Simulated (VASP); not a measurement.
Input of a VASP 6.6.1 run:

Contents of INCAR:

```
SYSTEM = Lu3Si
PREC     = Accurate       ! precision mode
ENCUT    = 520            ! plane-wave cutoff, eV
EDIFF    = 1E-6           ! SCF threshold, eV
ISMEAR   = 0              ! smearing method
SIGMA    = 0.3            ! smearing width, eV
LREAL    = .FALSE.        ! projectors in reciprocal space
LASPH    = .TRUE.         ! aspherical terms in the spheres
NELM     = 100            ! most SCF steps
ALGO     = Normal         ! electronic algorithm
ISIF     = 2              ! what is computed and relaxed
LWAVE    = .FALSE.        ! write WAVECAR
LCHARG   = .FALSE.        ! write CHGCAR
GGA      = PE             ! functional
NBANDS   = 48             ! bands
```

File KPOINTS:

```
Automatic mesh
0
Gamma
  5 5 5
  0.5 0.5 0.5
```

POSCAR

```
Lu3Si
1.0
    4.5414190000      0.0000000000      0.0000000000
    0.0000000000      4.5414190000      0.0000000000
    0.0000000000      0.0000000000      4.5414190000
Lu Si
3 1
Direct
    0.0000000000      0.5000000000      0.5000000000
    0.5000000000      0.0000000000      0.5000000000
    0.5000000000      0.5000000000      0.0000000000
    0.0000000000      0.0000000000      0.0000000000
```

Potentials or basis: VASP PAW PBE potentials, release 64 (Lu, Si).

Run with:

```console
$ cat potpaw_PBE.64/Lu/POTCAR potpaw_PBE.64/Si/POTCAR > POTCAR
$ mpirun -np 1 vasp_std > vasp.out
```

Task: What does it give for the band gap on the k mesh?

Result: None (metal or under the smearing width).

Task: Predict the pressure.

Result: -0.5 GPa.

The run has no spin-orbit coupling, so splittings on Lu are missing.
